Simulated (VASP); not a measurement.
# AlN (F-43m) in VASP: Born charges and dielectric tensor with LDA

Aim: the Born charges and dielectric tensor of AlN with LDA.

All numbers are computed with VASP 6.6.1; they aren't measurements. Logs are shortened: lines on timing, memory, paths and dates and some standing lists are left out, and cuts for length are marked.

### 1 The crystal as given

It takes space group F-43m (No. 216, cubic). Conventional cell: a = 4.346 Å, b = 4.346 Å, c = 4.346 Å, α = 90.00°, β = 90.00°, γ = 90.00°. Around Al (site symmetry -43m) lie 4 N at 1.88 Å. Around N (site symmetry -43m) lie 4 Al at 1.88 Å.

Measurements of this composition are mostly on another form, of space group No. 186.

### 2 Born charges and dielectric tensor, LDA

Contents of INCAR:

```
PREC = Accurate
ENCUT = 600
EDIFF = 1E-8
ISMEAR = 0
SIGMA = 0.02
LREAL = F
LASPH = T
NELM = 60
ALGO = Fast
ISIF = 2
LWAVE = F
LCHARG = F
LEPSILON = T
IBRION = 8
NSW = 1
```

Contents of KPOINTS:

```
regular mesh
0
Gamma
  10 10 10
```

Contents of POSCAR:

```
AlN
1.0
    0.0000000000      2.1730000000      2.1730000000
    2.1730000000      0.0000000000      2.1730000000
    2.1730000000      2.1730000000      0.0000000000
Al N
1 1
Direct
    0.0000000000      0.0000000000      0.0000000000
    0.2500000000      0.2500000000      0.2500000000
```

Potentials or basis: VASP PAW LDA potentials, release 64 (Al, N).

Run with:

```sh
$ cat potpaw_LDA.64/Al/POTCAR potpaw_LDA.64/N/POTCAR > POTCAR
$ mpirun -np 1 vasp_std > vasp.out
```

OUTCAR:

```text
PREC = Accurate
   ENCUT = 600
   EDIFF = 1E-8
   ISMEAR = 0
   LREAL = F
   LASPH = T
   NELM = 60
   ISIF = 2
   LEPSILON = T
   IBRION = 8
   NSW = 1

 ion  position               nearest neighbor table
   1  0.000  0.000  0.000-   2 1.88   2 1.88   2 1.88   2 1.88
   2  0.250  0.250  0.250-   1 1.88   1 1.88   1 1.88   1 1.88

  LATTYP: Found a face centered cubic cell.
 ALAT       =     4.3460000000

  Lattice vectors:

 A1 = (   0.0000000000,   2.1730000000,   2.1730000000)
 A2 = (   2.1730000000,   0.0000000000,   2.1730000000)
 A3 = (   2.1730000000,   2.1730000000,   0.0000000000)

Analysis of symmetry for initial positions (statically):
=====================================================================
 Subroutine PRICEL returns:
 Original cell was already a primitive cell.

 Routine SETGRP: Setting up the symmetry group for a
 face centered cubic supercell.

 Subroutine GETGRP returns: Found 24 space group operations
 (whereof 24 operations were pure point group operations)
 out of a pool of 48 trial point group operations.

The static configuration has the point symmetry T_d .

Analysis of symmetry for dynamics (positions and initial velocities):
=====================================================================
 Subroutine PRICEL returns:
 Original cell was already a primitive cell.

 Routine SETGRP: Setting up the symmetry group for a
 face centered cubic supercell.

 Subroutine GETGRP returns: Found 24 space group operations
 (whereof 24 operations were pure point group operations)
 out of a pool of 48 trial point group operations.

The dynamic configuration has the point symmetry T_d .

 Subroutine INISYM returns: Found 24 space group operations
 (whereof 24 operations are pure point group operations),
 and found     1 'primitive' translations

----------------------------------------------------------------------------------------

[... 497 lines left out ...]
     0.00000  0.00453 -9.52432
     0.00000 -9.52432  0.00453

 MACROSCOPIC STATIC DIELECTRIC TENSOR (including local field effects in DFT)
 ------------------------------------------------------
           4.545209     0.000000     0.000000
           0.000000     4.545209    -0.000000
          -0.000000    -0.000000     4.545209
 ------------------------------------------------------

 PIEZOELECTRIC TENSOR (including local field effects)  for field in x, y, z        (e  Angst)
          XX          YY          ZZ          XY          YZ          ZX
  --------------------------------------------------------------------------------
  x    -0.00000     0.00000     0.00000     0.00000    -0.78126     0.00000
  y     0.00000     0.00000    -0.00000     0.00000     0.00000    -0.78126
  z    -0.00000     0.00000     0.00000    -0.78126     0.00000     0.00000

 PIEZOELECTRIC TENSOR (including local field effects)  for field in x, y, z        (C/m^2)
          XX          YY          ZZ          XY          YZ          ZX
  --------------------------------------------------------------------------------
  x    -0.00000     0.00000     0.00000     0.00000    -0.60995     0.00000
  y     0.00000     0.00000    -0.00000     0.00000     0.00000    -0.60995
  z    -0.00000     0.00000     0.00000    -0.60995     0.00000     0.00000

 BORN EFFECTIVE CHARGES (including local field effects) (in |e|, cummulative output)
 ---------------------------------------------------------------------------------
 ion    1
    1     2.53023     0.00000    -0.00000
    2    -0.00000     2.53023     0.00000
    3    -0.00000    -0.00000     2.53023
 ion    2
    1    -2.53023    -0.00000     0.00000
    2     0.00000    -2.53023    -0.00000
    3     0.00000     0.00000    -2.53023

 INTERNAL STRAIN TENSOR FOR ION    2 for displacements in x,y,z  (eV/Angst):
          X           Y           Z          XY          YZ          ZX
  --------------------------------------------------------------------------------
  x     0.00000     0.00000     0.00000     0.00000    -9.52432     0.00000
  y     0.00000     0.00000     0.00000     0.00000     0.00000    -9.52432
  z     0.00000     0.00000     0.00000    -9.52432     0.00000     0.00000

 SECOND DERIVATIVES (NOT SYMMETRIZED)
 ------------------------------------
               1X          1Y          1Z          2X          2Y          2Z
  1X   -15.125704    0.000000    0.000000   15.125704    0.000000    0.000000
  1Y     0.000000  -15.125704    0.000000    0.000000   15.125704    0.000000
  1Z     0.000000    0.000000  -15.125704    0.000000    0.000000   15.125704
  2X    15.126117    0.000000    0.000000  -15.126117    0.000000    0.000000
  2Y     0.000000   15.126117    0.000000    0.000000  -15.126117    0.000000
  2Z     0.000000    0.000000   15.126117    0.000000    0.000000  -15.126117

 Eigenvectors and eigenvalues of the dynamical matrix
 ----------------------------------------------------

   1 f  =   20.026288 THz   125.828877 2PiTHz  668.005058 cm-1    82.822034 meV
             X         Y         Z           dx          dy          dz
      0.000000  0.000000  0.000000     0.000000    0.584493    0.000000
      1.086500  1.086500  1.086500     0.000000   -0.811399    0.000000
[... 21 lines left out ...]
   6 f/i=    0.000130 THz     0.000816 2PiTHz    0.004330 cm-1     0.000537 meV
             X         Y         Z           dx          dy          dz
      0.000000  0.000000  0.000000     0.000000    0.000000    0.811399
      1.086500  1.086500  1.086500     0.000000    0.000000    0.584493

--------------------------------------------------------------------------------------------------------

 MACROSCOPIC STATIC DIELECTRIC TENSOR IONIC CONTRIBUTION
 ------------------------------------------------------
           3.732117     0.000000    -0.000000
           0.000000     3.732117     0.000000
          -0.000000     0.000000     3.732117
 ------------------------------------------------------

 ELASTIC MODULI CONTR FROM IONIC RELAXATION (kBar)
 Direction    XX          YY          ZZ          XY          YZ          ZX
 --------------------------------------------------------------------------------
 XX          -0.0000     -0.0000     -0.0000     -0.0000      0.0000     -0.0000
 YY          -0.0000     -0.0000     -0.0000     -0.0000     -0.0000      0.0000
 ZZ          -0.0000     -0.0000     -0.0000      0.0000     -0.0000     -0.0000
 XY          -0.0000     -0.0000      0.0000   -439.8772      0.0000      0.0000
 YZ           0.0000     -0.0000     -0.0000      0.0000   -439.8772      0.0000
 ZX          -0.0000      0.0000     -0.0000      0.0000      0.0000   -439.8772
 --------------------------------------------------------------------------------

 PIEZOELECTRIC TENSOR IONIC CONTR  for field in x, y, z        (C/m^2)
          XX          YY          ZZ          XY          YZ          ZX
  --------------------------------------------------------------------------------
  x     0.00000     0.00000     0.00000    -0.00000     1.20563     0.00000
  y     0.00000     0.00000     0.00000     0.00000    -0.00000     1.20563
  z     0.00000     0.00000    -0.00000     1.20563    -0.00000    -0.00000
```

It took 2.6 min on 1 thread of Intel Xeon Platinum 8488C (Sapphire Rapids), shared host; peak memory 0.22 GiB.

What came out:

* Band gap on the k mesh: 3.23 eV, indirect (least direct gap 4.37 eV)
* Electronic dielectric tensor (diagonal): 4.55
* Born charges (mean of the diagonal): Al +2.53; N -2.53 e
* Highest phonon frequency at Γ, LO-TO splitting left out: 668 cm⁻¹

Phonon frequencies in cm⁻¹ (negative: imaginary):
```
              q point        frequencies
(0.000, 0.000, 0.000)  0 0 0 668 668 668
```

Electronic dielectric tensor:
```
4.55 0.00 0.00
0.00 4.55 0.00
0.00 0.00 4.55
```

Born effective charge tensors (e):
atom 1, Al
```
2.53 0.00 0.00
0.00 2.53 0.00
0.00 0.00 2.53
```
atom 2, N
```
-2.53  0.00  0.00
 0.00 -2.53  0.00
 0.00  0.00 -2.53
```

A k mesh can miss the band edges.
